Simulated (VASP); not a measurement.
Crystal: KSrMg6.

```
Sr K Mg
1.0
     5.56618    0.00000    0.00000
     0.00000    3.52036    6.16999
     0.00000   -3.52036    6.16999
Sr K Mg
1 1 6
Direct
  0.50000 0.66115 0.66115
  0.00000 0.83955 0.83955
  0.50000 0.16540 0.16540
  0.50000 0.66188 0.17714
  0.50000 0.17714 0.66188
  0.00000 0.33313 0.33313
  0.00000 0.83816 0.32358
  0.00000 0.32358 0.83816
```

The cell comes from a database or a generator and needn't be the stable form of this composition.

* Program: VASP 6.6.1
* Task: single point
* Functional: PBE
* Potentials or basis: VASP PAW PBE potentials, release 64 (Sr_sv, K_sv, Mg)
* Cutoff: 520 eV
* k mesh: 5 × 5 × 5
* Occupations: fermi-dirac, width 0.05 eV
* Spin: no spin polarisation

On this cell: pressure -0.1 GPa; largest force 0.123 eV/Å; band gap on the k mesh none (metal or under the smearing width).

The same run follows on a disturbed copy (atoms moved at random, drawn with an rms of 0.05 Å):

```
Sr K Mg
1.0
     5.56618    0.00000    0.00000
     0.00000    3.52036    6.16999
     0.00000   -3.52036    6.16999
Sr K Mg
1 1 6
Direct
  0.50115 0.66696 0.66371
  0.99890 0.84695 0.83460
  0.49295 0.16231 0.17208
  0.49692 0.65192 0.17957
  0.49116 0.16977 0.67176
  0.00698 0.33223 0.32977
  0.00007 0.83204 0.32624
  0.99435 0.32353 0.83848
```

Problem. What does the disturbed cell give?

Solution. The energy (extrapolated to zero smearing) moves by +3.2 meV/atom; pressure -0.1 GPa; largest force 0.275 eV/Å; band gap on the k mesh none (metal or under the smearing width).

Forces on the atoms (eV/Å):
```
Sr  -0.075 -0.122 -0.209
K   -0.047 -0.112  0.027
Mg   0.041  0.079 -0.064
Mg   0.036 -0.134  0.113
Mg   0.078  0.223  0.141
Mg  -0.070  0.027 -0.009
Mg  -0.004  0.100 -0.035
Mg   0.041 -0.060  0.036
```

Stress tensor (GPa, compression positive):
```
 0.02  0.00  0.01
 0.00  0.07  0.07
 0.01  0.07 -0.30
```
